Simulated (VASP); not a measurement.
Level of theory: PBE GGA, VASP's PBE PAW potentials (set 64) (plane waves; VASP).

A VASP calculation is set up with these files.

File POSCAR:
```
NiAl
1
    2.9656080000     0.0000000000     0.0000000000
    0.0000000000     2.9478510000     0.0000000000
    0.0000000000     0.0000000000     2.9100140000
Al Ni
1 1
Direct
  0.5000000000   0.5000000000   0.5000000000
  0.0094750000   0.0000000000   0.0000000000
```

INCAR:
```
ALGO  =  All
EDIFF  =  1E-6
ENCUT  =  400
GGA  =  PE
ISIF  =  2
ISMEAR  =  1
LASPH  =  .TRUE.
LCHARG  =  .FALSE.
LMAXMIX  =  4
LREAL  =  .FALSE.
LWAVE  =  .FALSE.
NELM  =  100
PREC  =  Accurate
SIGMA  =  0.1
SYSTEM  =  NiAl
```

**KPOINTS**
```
Automatic mesh
0
Gamma
11 11 11
0 0 0
```

POTCAR, in this order: Al Ni (PBE.64 set). Program: vasp_std.

Question: What will the output report for the number of irreducible k-points (NKPTS), number of bands (NBANDS), largest plane-wave count, number of space-group operations, FFT grid (NGX, NGY, NGZ)?

Answer: 
- number of irreducible k-points (NKPTS) = 216
- number of bands (NBANDS) = 10
- largest plane-wave count = 470
- number of space-group operations = 4
- FFT grid (NGX, NGY, NGZ) = 20 × 20 × 20

The compound is NiAl in the CsCl type structure. The cell was not relaxed at this level, atoms are displaced from their ideal sites. The run is one of a series of settings (ALGO = All against the base run), some of them coarse on purpose. The run is not spin-polarised, so no magnetic state was tried. The electron count is odd and the run is not spin-polarised, which forces a metal.
